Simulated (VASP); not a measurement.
A convergence study with VASP on Au (fcc): one setting is varied, all else stays as given below, so the limit is that of these other settings.

```
Au
1.0
    0.00000     2.04000     2.04000
    2.04000     0.00000     2.04000
    2.04000     2.04000     0.00000
Au
1
Direct
  0.00000   0.00000   0.00000
```

These are PBE GGA, VASP's PBE PAW potentials (set 64) (plane waves; VASP 6.6.1) values and carry that method's errors. The tightest run used: 550 eV cut-off, 21×21×21 Monkhorst-Pack mesh, first-order Methfessel-Paxton smearing of 0.10 eV, potentials Au.

The settings run are 1×1×1 mesh; 2×2×2 mesh; 3×3×3 mesh; 4×4×4 mesh; 5×5×5 mesh; 6×6×6 mesh; 7×7×7 mesh; 8×8×8 mesh; 9×9×9 mesh; 10×10×10 mesh; 11×11×11 mesh; 12×12×12 mesh; 13×13×13 mesh; 14×14×14 mesh; 15×15×15 mesh; 16×16×16 mesh; 17×17×17 mesh; 18×18×18 mesh; 19×19×19 mesh; 20×20×20 mesh; 21×21×21 mesh. From which on does the energy per atom stay within 0.005 eV/atom of the tightest run?

From 12×12×12 mesh on: it is off by 0.0021 there and by no more than 0.005 in any finer run, while 11×11×11 mesh is off by 0.0104.
```json
[
 {"setting": "1×1×1 mesh", "E (eV/atom)": "-13.9367", "pressure (GPa)": "-85.75", "irreducible k-points": "1", "difference judged (eV/atom)": "10.7438"},
 {"setting": "2×2×2 mesh", "E (eV/atom)": "-2.4879", "pressure (GPa)": "16.31", "irreducible k-points": "2", "difference judged (eV/atom)": "0.7049"},
 {"setting": "3×3×3 mesh", "E (eV/atom)": "-3.5785", "pressure (GPa)": "3.03", "irreducible k-points": "4", "difference judged (eV/atom)": "0.3857"},
 {"setting": "4×4×4 mesh", "E (eV/atom)": "-3.1276", "pressure (GPa)": "11.17", "irreducible k-points": "10", "difference judged (eV/atom)": "0.0652"},
 {"setting": "5×5×5 mesh", "E (eV/atom)": "-3.3036", "pressure (GPa)": "8.50", "irreducible k-points": "10", "difference judged (eV/atom)": "0.1107"},
 {"setting": "6×6×6 mesh", "E (eV/atom)": "-3.1757", "pressure (GPa)": "9.59", "irreducible k-points": "28", "difference judged (eV/atom)": "0.0172"},
 {"setting": "7×7×7 mesh", "E (eV/atom)": "-3.2473", "pressure (GPa)": "8.85", "irreducible k-points": "20", "difference judged (eV/atom)": "0.0545"},
 {"setting": "8×8×8 mesh", "E (eV/atom)": "-3.1955", "pressure (GPa)": "8.84", "irreducible k-points": "60", "difference judged (eV/atom)": "0.0027"},
 {"setting": "9×9×9 mesh", "E (eV/atom)": "-3.2191", "pressure (GPa)": "9.00", "irreducible k-points": "35", "difference judged (eV/atom)": "0.0262"},
 {"setting": "10×10×10 mesh", "E (eV/atom)": "-3.1964", "pressure (GPa)": "9.02", "irreducible k-points": "110", "difference judged (eV/atom)": "0.0036"},
 {"setting": "11×11×11 mesh", "E (eV/atom)": "-3.2032", "pressure (GPa)": "9.11", "irreducible k-points": "56", "difference judged (eV/atom)": "0.0104"},
 {"setting": "12×12×12 mesh", "E (eV/atom)": "-3.1949", "pressure (GPa)": "9.21", "irreducible k-points": "182", "difference judged (eV/atom)": "0.0021"},
 {"setting": "13×13×13 mesh", "E (eV/atom)": "-3.1969", "pressure (GPa)": "8.77", "irreducible k-points": "84", "difference judged (eV/atom)": "0.0040"},
 {"setting": "14×14×14 mesh", "E (eV/atom)": "-3.1952", "pressure (GPa)": "9.15", "irreducible k-points": "280", "difference judged (eV/atom)": "0.0024"},
 {"setting": "15×15×15 mesh", "E (eV/atom)": "-3.1934", "pressure (GPa)": "8.99", "irreducible k-points": "120", "difference judged (eV/atom)": "0.0006"},
 {"setting": "16×16×16 mesh", "E (eV/atom)": "-3.1947", "pressure (GPa)": "9.02", "irreducible k-points": "408", "difference judged (eV/atom)": "0.0019"},
 {"setting": "17×17×17 mesh", "E (eV/atom)": "-3.1931", "pressure (GPa)": "8.92", "irreducible k-points": "165", "difference judged (eV/atom)": "0.0002"},
 {"setting": "18×18×18 mesh", "E (eV/atom)": "-3.1947", "pressure (GPa)": "9.01", "irreducible k-points": "570", "difference judged (eV/atom)": "0.0019"},
 {"setting": "19×19×19 mesh", "E (eV/atom)": "-3.1934", "pressure (GPa)": "8.78", "irreducible k-points": "220", "difference judged (eV/atom)": "0.0005"},
 {"setting": "20×20×20 mesh", "E (eV/atom)": "-3.1944", "pressure (GPa)": "9.01", "irreducible k-points": "770", "difference judged (eV/atom)": "0.0016"},
 {"setting": "21×21×21 mesh", "E (eV/atom)": "-3.1928", "pressure (GPa)": "8.91", "irreducible k-points": "286", "difference judged (eV/atom)": "0.0000"}
]
```

Left out are rungs that failed or repeat a setting and relaxations that didn't move; long series are thinned to 24 rows.

The compound is Au in the fcc structure. The cell was not relaxed at this level.
